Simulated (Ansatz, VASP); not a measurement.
# WC (Qusongite): VASP beside Ansatz, part 2 of 2

One calculation is typed for both programs; each brings its own data sets. How far apart do they land? The cell is taken from a series of runs on this material, whose earlier steps may have relaxed, scaled, displaced or heated it; both programs get it as it stands.

VASP 6.6.1 and Ansatz 0.2.0.

So far: The starting structure; Ansatz: zone-centre phonons, LDA.

**3. VASP: zone-centre phonons, LDA**

Level of this step: LDA; plane waves and PAW (C, W) (VASP).

The same cell, functional (in two slightly different forms), mesh and smearing now go to VASP, with its own data sets.

Lines of VASP's logs that name or quote its potential files are left out, and so is its time.

INCAR

```
SYSTEM = WC
PREC = Accurate
ENCUT = 600
EDIFF = 1E-08
NELM = 120
ISMEAR = 1
SIGMA = 0.2
LREAL = .FALSE.
ALGO = Normal
GGA = PW92
NBANDS = 11
LASPH = .TRUE.
LORBIT = 11
LWAVE = .FALSE.
LCHARG = .FALSE.
ISIF = 2
IBRION = 8
GGA_COMPAT = .FALSE.
KPAR = 2
```

POSCAR

```
WC
1.0
    2.8628839829      0.0000000000      0.0000000000
   -1.4314419915      2.4793302573      0.0000000000
    0.0000000000      0.0000000000      2.7972529926
C W
1 1
Direct
    0.6666666667      0.3333333333      0.5000000000
    0.0000000000      1.0000000000      0.0000000000
```

KPOINTS

```
Automatic mesh
0
Gamma
18 18 16
0 0 0
```

PAW data sets: C and W (LDA family, release 64).

Launch:

```console
$ mpirun -np 2 vasp_std
```

Numbers of over 12 decimals in the logs are rounded to 6 here.

Output:

```text
[banner, memory and clock lines left out]
running    2 mpi-ranks, on    1 nodes
 distrk:  each k-point on    1 cores,    2 groups
 distr:  one band on    1 cores,    1 groups

 POSCAR found type information on POSCAR C W
 POSCAR found :  2 types and       2 ions
|                                                                             |
|               ----> ADVICE to this user running VASP <----                  |
|                                                                             |
|     You enforced a specific xc type in the INCAR file but a different       |
|     [... a line on the potential file left out ...]
|     I HOPE YOU KNOW WHAT YOU ARE DOING!                                     |
|                                                                             |

 LDA part: xc-table for (Slater(with rela. corr.)+PW92), standard interpolation
 POSCAR, INCAR and KPOINTS ok, starting setup
 FFT: planning ... GRIDC
 FFT: planning ... GRID_SOFT
 FFT: planning ... GRID
 WAVECAR not read
 entering main loop
       N       E                     dE             d eps       ncg     rms          rms(c)
DAV:   1     0.241940830494E+02    0.24194E+02   -0.55308E+03  7326   0.931E+02
DAV:   2    -0.260344524697E+02   -0.50229E+02   -0.48022E+02  8760   0.204E+02
DAV:   3    -0.279611747306E+02   -0.19267E+01   -0.19099E+01  8968   0.338E+01
DAV:   4    -0.279709567644E+02   -0.97820E-02   -0.97801E-02  8017   0.287E+00
DAV:   5    -0.279709880152E+02   -0.31251E-04   -0.31251E-04  8765   0.165E-01    0.363E+01
DAV:   6    -0.249384299556E+02    0.30326E+01   -0.13626E+01  8397   0.224E+01    0.117E+01
DAV:   7    -0.248538527333E+02    0.84577E-01   -0.66617E-01  7509   0.669E+00    0.868E+00
DAV:   8    -0.248087917200E+02    0.45061E-01   -0.96541E-02  8041   0.233E+00    0.249E+00
DAV:   9    -0.248022365425E+02    0.65552E-02   -0.15449E-02  7953   0.793E-01    0.108E-01
DAV:  10    -0.248021694930E+02    0.67049E-04   -0.71314E-04  8292   0.236E-01    0.161E-01
DAV:  11    -0.248021575937E+02    0.11899E-04   -0.61396E-05  8514   0.552E-02    0.695E-03
DAV:  12    -0.248021567465E+02    0.84717E-06   -0.31866E-06  8139   0.125E-02    0.841E-03
DAV:  13    -0.248021567376E+02    0.89012E-08   -0.19092E-07  8316   0.433E-03    0.557E-04
DAV:  14    -0.248021567380E+02   -0.39427E-09   -0.43142E-09  4545   0.524E-04
   1 F= -.24802157E+02 E0= -.24802085E+02  d E =-.214666E-03
 Linear response reoptimize wavefunctions to high precision
DAV:   1    -0.248021567386E+02   -0.55957E-09   -0.15913E-09  6973   0.360E-04
DAV:   2    -0.248021567386E+02   -0.29559E-11   -0.42000E-11  3864   0.603E-05
 Linear response DOF=           4
 Linear response progress:
  Degree of freedom:   1/  4
       N       E                     dE             d eps       ncg     rms          rms(c)
RMM:   1    -0.120677708900E+00   -0.12068E+00    0.23408E-02 73942   0.209E+00
RMM:   2    -0.116362365639E+00    0.43153E-02   -0.23356E-03 50511   0.443E-01    0.225E-01
RMM:   3    -0.116599544637E+00   -0.23718E-03   -0.53048E-04 47835   0.155E-01    0.118E-01
RMM:   4    -0.117433427447E+00   -0.83388E-03   -0.37421E-04 48211   0.124E-01    0.264E-02
RMM:   5    -0.117407122672E+00    0.26305E-04   -0.48689E-06 52528   0.191E-02    0.112E-03
RMM:   6    -0.117420095149E+00   -0.12972E-04   -0.20335E-07 53056   0.234E-03    0.503E-04
RMM:   7    -0.117416894497E+00    0.32007E-05    0.51872E-08 53211   0.371E-04    0.755E-05
RMM:   8    -0.117417055899E+00   -0.16140E-06    0.14012E-07 55385   0.755E-05    0.342E-05
RMM:   9    -0.117416943540E+00    0.11236E-06   -0.52073E-09 55476   0.230E-05    0.366E-06
RMM:  10    -0.117416932258E+00    0.11283E-07   -0.10068E-09 51326   0.943E-06    0.148E-06
RMM:  11    -0.117416927613E+00    0.46446E-08   -0.45980E-09 42310   0.821E-06    0.379E-07
 first order change of Fermi-energy   0.71434E-05
 force on displaced ion       1 direction 1 : -17.792   0.002   0.000
 Linear response progress:
  Degree of freedom:   2/  4
       N       E                     dE             d eps       ncg     rms          rms(c)
RMM:   1    -0.125086391860E+00   -0.12509E+00    0.34388E-02 26086   0.218E+00
RMM:   2    -0.121322360317E+00    0.37640E-02   -0.25632E-03 17894   0.472E-01    0.203E-01
RMM:   3    -0.121351642265E+00   -0.29282E-04   -0.92312E-04 16872   0.198E-01    0.973E-02
RMM:   4    -0.122289164664E+00   -0.93752E-03   -0.61171E-04 17273   0.149E-01    0.219E-02
RMM:   5    -0.122294858472E+00   -0.56938E-05   -0.11807E-05 18369   0.244E-02    0.299E-03
RMM:   6    -0.122322313029E+00   -0.27455E-04   -0.64587E-07 18265   0.515E-03    0.519E-04
RMM:   7    -0.122322116555E+00    0.19647E-06   -0.31342E-08 18915   0.659E-04    0.175E-04
RMM:   8    -0.122321333350E+00    0.78321E-06   -0.15927E-08 19034   0.855E-05    0.272E-05
RMM:   9    -0.122321249695E+00    0.83654E-07    0.40110E-09 19387   0.274E-05    0.942E-06
RMM:  10    -0.122321220839E+00    0.28856E-07   -0.27552E-09 19501   0.149E-05    0.630E-07
RMM:  11    -0.122321219584E+00    0.12547E-08   -0.60161E-09 14677   0.717E-06    0.358E-07
 first order change of Fermi-energy   0.23020E-03
 force on displaced ion       1 direction 3 :   0.000   0.000 -16.751
 Linear response progress:
  Degree of freedom:   3/  4
       N       E                     dE             d eps       ncg     rms          rms(c)
RMM:   1    -0.111032822186E+00   -0.11103E+00   -0.84163E-02 64673   0.190E+00
RMM:   2    -0.108148854803E+00    0.28840E-02   -0.17763E-03 49626   0.331E-01    0.212E-01
RMM:   3    -0.107267797209E+00    0.88106E-03   -0.31385E-04 51912   0.111E-01    0.124E-01
RMM:   4    -0.106895144755E+00    0.37265E-03   -0.48144E-04 52101   0.135E-01    0.188E-02
RMM:   5    -0.106921033027E+00   -0.25888E-04   -0.18920E-08 54024   0.146E-02    0.358E-03
RMM:   6    -0.106925873405E+00   -0.48404E-05   -0.60850E-08 53947   0.154E-03    0.115E-03
RMM:   7    -0.106926831243E+00   -0.95784E-06    0.85394E-09 54439   0.688E-04    0.138E-04
RMM:   8    -0.106926151645E+00    0.67960E-06    0.13851E-07 56220   0.140E-04    0.200E-05
RMM:   9    -0.106926156524E+00   -0.48795E-08   -0.74421E-09 56215   0.329E-05    0.484E-06
 first order change of Fermi-energy  -0.62169E-04
 force on displaced ion       2 direction 1 : -17.791   0.002   0.000
 Linear response progress:
  Degree of freedom:   4/  4
       N       E                     dE             d eps       ncg     rms          rms(c)
RMM:   1    -0.116558811751E+00   -0.11656E+00   -0.91965E-02 23609   0.195E+00
RMM:   2    -0.112809697305E+00    0.37491E-02   -0.22251E-03 17545   0.385E-01    0.175E-01
RMM:   3    -0.112214862839E+00    0.59483E-03   -0.21684E-04 18316   0.102E-01    0.967E-02
RMM:   4    -0.112163623176E+00    0.51240E-04   -0.34496E-04 18172   0.124E-01    0.135E-02
RMM:   5    -0.112183753537E+00   -0.20130E-04   -0.27856E-06 19147   0.131E-02    0.420E-03
RMM:   6    -0.112196149378E+00   -0.12396E-04    0.59351E-08 19028   0.156E-03    0.127E-03
RMM:   7    -0.112198947547E+00   -0.27982E-05    0.57687E-09 19036   0.689E-04    0.195E-04
RMM:   8    -0.112198862784E+00    0.84763E-07   -0.75678E-09 19659   0.976E-05    0.817E-05
RMM:   9    -0.112198478905E+00    0.38388E-06   -0.41391E-09 19744   0.485E-05    0.374E-06
RMM:  10    -0.112198472106E+00    0.67989E-08   -0.43346E-09 19991   0.146E-05    0.178E-06
 first order change of Fermi-energy  -0.47541E-03
 force on displaced ion       2 direction 3 :   0.000   0.000 -16.752
 Linear response finished
```

OUTCAR, selected parts (step 3):

```text
ion  position               nearest neighbor table
   1  0.667  0.333  0.500-   2 2.17   2 2.17   2 2.17   2 2.17   2 2.17   2 2.17
   2  0.000  0.000  0.000-   1 2.17   1 2.17   1 2.17   1 2.17   1 2.17   1 2.17

  LATTYP: Found a hexagonal cell.
 ALAT       =     2.8628839829
 C/A-ratio  =     0.9770752183

 Subroutine GETGRP returns: Found 12 space group operations
 (whereof 12 operations were pure point group operations)

The static configuration has the point symmetry D_3h.

 Found    333 irreducible k-points:

   k-points           NKPTS =    333   k-points in BZ     NKDIM =    333   number of bands    NBANDS=     11

   dimension x,y,z NGX =    24 NGY =   24 NGZ =   24
   dimension x,y,z NGXF=    48 NGYF=   48 NGZF=   48

   ENCUT  =  600.0 eV  44.10 Ry    6.64 a.u.   5.72  5.72  5.59*2*pi/ulx,y,z

   NELECT =      10.0000    total number of electrons

 k-points in reciprocal lattice and weights: Automatic mesh
   0.00000000  0.00000000  0.00000000       0.000
   0.05555556  0.00000000  0.00000000       0.001
   0.11111111  0.00000000  0.00000000       0.001
   0.16666667 -0.00000000  0.00000000       0.001
   0.22222222 -0.00000000  0.00000000       0.001
   0.27777778  0.00000000  0.00000000       0.001
   0.33333333  0.00000000  0.00000000       0.001
   0.38888889  0.00000000  0.00000000       0.001
   0.44444444 -0.00000000  0.00000000       0.001
[...]
0.33333333  0.27777778  0.50000000       0.002
   0.33333333  0.33333333  0.50000000       0.000

 average (electrostatic) potential at core
       1 -49.6679       2 -36.9027

  Total        1.1347566      1.1347566      1.1876175     -0.0000000      0.0000000     -0.0000000
  in kB       91.5679377     91.5679377     95.8334882     -0.0000000      0.0000000     -0.0000000
  external PRESSURE =      92.9897879 kB  Pullay stress =       0.0000000 kB

  energy-cutoff  :      600.00
  volume of cell :       19.85
      direct lattice vectors                 reciprocal lattice vectors
     2.862883983  0.000000000  0.000000000     0.349298122  0.201667365  0.000000000
    -1.431441992  2.479330257  0.000000000     0.000000000  0.403334730  0.000000000
     0.000000000  0.000000000  2.797252993     0.000000000  0.000000000  0.357493585

 POSITION                                       TOTAL-FORCE (eV/Angst)
 -----------------------------------------------------------------------------------
      1.43144      0.82644      1.39863         0.000000      0.000000      0.000000
      0.00000      0.00000      0.00000        -0.000000      0.000000      0.000000
 -----------------------------------------------------------------------------------
    total drift:                               -0.000000      0.000000      0.000000

 Eigenvectors and eigenvalues of the dynamical matrix
 ----------------------------------------------------

   1 f  =   19.638585 THz   123.392867 2PiTHz  655.072672 cm-1    81.218624 meV
             X         Y         Z           dx          dy          dz
      1.431442  0.826443  1.398626    -0.536107    0.807012    0.000000
      0.000000  0.000000  0.000000     0.137024   -0.206265   -0.000000

   2 f  =   19.638585 THz   123.392867 2PiTHz  655.072672 cm-1    81.218624 meV
             X         Y         Z           dx          dy          dz
      1.431442  0.826443  1.398626    -0.807012   -0.536107   -0.000000
      0.000000  0.000000  0.000000     0.206265    0.137024    0.000000

   3 f  =   19.055773 THz   119.730953 2PiTHz  635.632170 cm-1    78.808310 meV
             X         Y         Z           dx          dy          dz
      1.431442  0.826443  1.398626     0.000000    0.000000    0.968852
      0.000000  0.000000  0.000000    -0.000000    0.000000   -0.247642

   4 f/i=    0.000100 THz     0.000626 2PiTHz    0.003325 cm-1     0.000412 meV
             X         Y         Z           dx          dy          dz
      1.431442  0.826443  1.398626    -0.000000   -0.000000   -0.247642
      0.000000  0.000000  0.000000    -0.000000   -0.000001   -0.968852

   5 f/i=    0.000122 THz     0.000768 2PiTHz    0.004079 cm-1     0.000506 meV
             X         Y         Z           dx          dy          dz
      1.431442  0.826443  1.398626    -0.237291   -0.070810    0.000000
      0.000000  0.000000  0.000000    -0.928400   -0.277043    0.000000

   6 f/i=    0.000122 THz     0.000768 2PiTHz    0.004079 cm-1     0.000506 meV
             X         Y         Z           dx          dy          dz
      1.431442  0.826443  1.398626    -0.070810    0.237291   -0.000000
      0.000000  0.000000  0.000000    -0.277043    0.928400   -0.000001

 ELASTIC MODULI CONTR FROM IONIC RELAXATION (kBar)
 Direction    XX          YY          ZZ          XY          YZ          ZX
 --------------------------------------------------------------------------------
 XX        -213.8497    213.8497     -0.0000      0.0000     -0.0000      0.0000
 YY         213.8497   -213.8497      0.0000      0.0000      0.0000     -0.0000
 ZZ          -0.0000      0.0000     -0.0000     -0.0000      0.0000      0.0000
 XY           0.0000      0.0000     -0.0000   -213.8497      0.0000      0.0000
 YZ          -0.0000      0.0000      0.0000      0.0000     -0.0000      0.0000
 ZX           0.0000     -0.0000      0.0000      0.0000      0.0000     -0.0000
 --------------------------------------------------------------------------------
```

**4. Side by side**

Known differences besides the potentials themselves: the data sets hold 18 valence electrons in Ansatz (on its PAW soft_1 files) and 10 in VASP; the cutoff is 420 eV in Ansatz and 600 eV in VASP; VASP's log shows a relativistic correction to its local exchange, Ansatz's none. Total energies have different zeros and are not compared.

Both answers:

```csv
quantity,Ansatz,VASP,difference
optical mode 1 (cm⁻¹),628.2,635.6,-1.16 %
optical mode 2 to 3 (cm⁻¹),647.4,655.1,-1.17 %
```

Modes are paired by rising frequency, not by their patterns, so a pair may set unlike modes beside each other; they are those without the splitting of longitudinal modes.

**5. Results**

| Quantity | Value |
| --- | --- |
| r.m.s. difference of the optical zone-centre modes, each program's sorted by frequency (zone-centre phonons, LDA) | 7.6 cm⁻¹ |
| difference in optical mode 2 to 3 (zone-centre phonons, LDA) | -1.2 % |

The r.m.s. difference of the optical zone-centre modes, each program's sorted by frequency is 7.6 cm⁻¹ (zone-centre phonons, LDA). The data sets hold unlike numbers of valence electrons (18 in Ansatz and 10 in VASP), so part of the differences comes from the potentials. Among the rows given in per cent, the largest difference of the zone-centre phonons, LDA pair is in optical mode 2 to 3, -1.2 %. How closely two codes agree says nothing of how well the functional describes the real material.

[Lines on the potential files, build, host, timing and source positions are cut from VASP's logs without a mark.]

[Logs are printed without paths, hosts, clocks, repeated set-up lines and the standing remarks that a program may print on its own settings, such as how far it seeks lower states.]

[Hosts, paths, dates, database ids (printed as entryN), source tags and the programs' standing remarks are cut or masked in the printed files.]
